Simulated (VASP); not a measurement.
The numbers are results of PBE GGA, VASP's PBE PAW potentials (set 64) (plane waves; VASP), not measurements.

VASP input:

POSCAR:
```
CsCl
4.120
  1.0000000000   0.0000000000   0.0000000000
  0.0000000000   1.0000000000   0.0000000000
  0.0000000000   0.0000000000   1.0000000000
Cs Cl
1 1
Cartesian
  0.0000000000   0.0000000000   0.0000000000
  0.5000000000   0.5000000000   0.5000000000
```

### KPOINTS
```
kpoints
0
Gamma
2 2 2
```

**INCAR**
```
ALGO  =  Normal
EDIFF  =  1E-6
ENCUT  =  300
GGA  =  PE
ISIF  =  2
ISMEAR  =  -1
LASPH  =  T
LCHARG  =  F
LMAXMIX  =  4
LREAL  =  F
LWAVE  =  F
NELM  =  100
PREC  =  Accurate
SIGMA  =  0.05
SYSTEM  =  CsCl
```

POTCAR, in this order: Cs_sv Cl (PBE.64 set). Program: vasp_std.

At this cut-off the stress carries a Pulay error, which pulls relaxed volumes low. Gaps are read on the run's mesh, which can miss a band edge. Unless said otherwise, spin-orbit coupling is left out, though it shifts the bands of the heavy elements here.

Q: What does the run give for the energy per atom (σ→0), pressure, band gap (on the k-mesh)?

A: 
| Property | Result |
|---|---|
| energy per atom (σ→0) | -3199 meV/atom |
| band gap (on the k-mesh) | 5.23 eV |
| pressure | 1.82 GPa |

File OSZICAR:
```
...
DAV:   6    -0.644483868971E+01    0.38780E+00   -0.67601E-01   100   0.450E+00    0.186E+00
DAV:   7    -0.639610257741E+01    0.48736E-01   -0.23568E-01   120   0.259E+00    0.117E+00
DAV:   8    -0.639795122942E+01   -0.18487E-02   -0.18087E-02    96   0.105E+00    0.159E-01
DAV:   9    -0.639811020427E+01   -0.15897E-03   -0.31178E-03   116   0.330E-01    0.116E-01
DAV:  10    -0.639838720363E+01   -0.27700E-03   -0.36113E-04   100   0.162E-01    0.102E-02
DAV:  11    -0.639839704983E+01   -0.98462E-05   -0.11803E-05   108   0.274E-02    0.529E-03
DAV:  12    -0.639839723347E+01   -0.18365E-06   -0.25124E-06    88   0.110E-02
   1 F= -.63983972E+01 E0= -.63983972E+01  d E =-.216071E-10
```

The structure is a typed CsCl crystal (Pm-3m). The cell was not relaxed at this level. The k-mesh is coarse (spacing up to 0.76 per Å, 2π included), so the numbers may not be converged in it. The run is one of a series of settings (KPOINTS 2×2×2 Γ-centred mesh against the base run), some of them coarse on purpose.
